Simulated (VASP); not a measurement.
Crystal: Hf.

```
Hf
1.0
     3.19238    0.00000    0.00000
    -1.59619    2.76469    0.00000
     0.00000    0.00000    5.04504
Hf
2
Direct
  0.33333 0.66667 0.25000
  0.66667 0.33333 0.75000
```

| Property | Result |
| --- | --- |
| Program | VASP 6.6.1 |
| Task | relaxation of cell and atoms |
| Functional | PBE |
| Dispersion | D3(BJ) |
| Potentials or basis | VASP PAW PBE potentials, release 64 (Hf_pv) |
| Cutoff | 600 eV |
| k mesh | 15 × 15 × 8 |
| Occupations | gaussian, width 0.1 eV |
| Spin | no spin polarisation |

At the start: pressure -2.5 GPa; volume 22.26 Å³/atom.

**Question.** Where does the relaxation end?

**Answer.** Over 3 steps the energy falls by 4.0 meV/atom and the volume is 21.76 Å³/atom (-2.2 %); space group P6_3/mmc (No. 194, to 0.05 Å).

The path:
```
step  energy change (eV)  largest force (eV/Å)  pressure (GPa)  volume (Å³)
   1              0.0000                0.0000           -2.49        44.53
   2              0.0040                0.0000            3.29        42.34
   3             -0.0079                0.0000           -0.01        43.53
```

Final structure:
```
Hf
1.0
     3.16840    0.00000    0.00000
    -1.58420    2.74392    0.00000
     0.00000    0.00000    5.00678
Hf
2
Direct
  0.33333 0.66667 0.25000
  0.66667 0.33333 0.75000
```

Caveat: pairwise dispersion overbinds metals, which lowers pressure and volume.
